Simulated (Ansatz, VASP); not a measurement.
Two plane-wave programs on Li15PbS8 (a cell with a defect)

```xyz
24
Lattice="0.0000 5.6703 5.6703 5.6703 0.0000 5.6703 5.6703 5.6703 0.0000" Properties=species:S:1:pos:R:3 pbc="T T T"
Pb    4.2528    4.2528    4.2528
Li    7.0879    7.0879    4.2528
Li    7.0879    4.2528    7.0879
Li    9.9231    7.0879    7.0879
Li    4.2528    7.0879    7.0879
Li    7.0879    9.9231    7.0879
Li    7.0879    7.0879    9.9231
Li    9.9231    9.9231    9.9231
Li    1.4176    1.4176    1.4176
Li    4.2528    4.2528    1.4176
Li    4.2528    1.4176    4.2528
Li    7.0879    4.2528    4.2528
Li    1.4176    4.2528    4.2528
Li    4.2528    7.0879    4.2528
Li    4.2528    4.2528    7.0879
Li    7.0879    7.0879    7.0879
S     0.0000    0.0000    0.0000
S     2.8352    2.8352    0.0000
S     2.8352    0.0000    2.8352
S     5.6703    2.8352    2.8352
S     0.0000    2.8352    2.8352
S     2.8352    5.6703    2.8352
S     2.8352    2.8352    5.6703
S     5.6703    5.6703    5.6703
```

Alike in both runs: task electric field gradients; functional PBE; k mesh 3 × 3 × 3; occupations fermi-dirac, width 0.01 eV; collinear spin.

|  | VASP | Ansatz |
| --- | --- | --- |
| version | VASP 6.6.1 | Ansatz 0.2.0 |
| potentials or method | VASP PAW PBE potentials, release 64 (Pb_d, Li_sv, S) | plane-wave PAW, scalar-relativistic |
| plane-wave cutoff (eV) | 520 | 420 |
| valence electrons in the cell | 107 | 107 |

```tsv
	VASP	Ansatz	Ansatz less VASP
rms of the force components (eV/Å)	0.896	0.898	+0.0019
net moment per atom (μB)	0.01	0.01	0.000
Vzz of the field gradient on the site that differs most (V/Å²)	18.6	19.2	+0.58
```

Atom by atom the forces differ by 0.002 eV/Å (rms over components). Ansatz warned: «gradients_without_spin_orbit».

 The runs have no spin-orbit coupling, so splittings on Pb are missing.
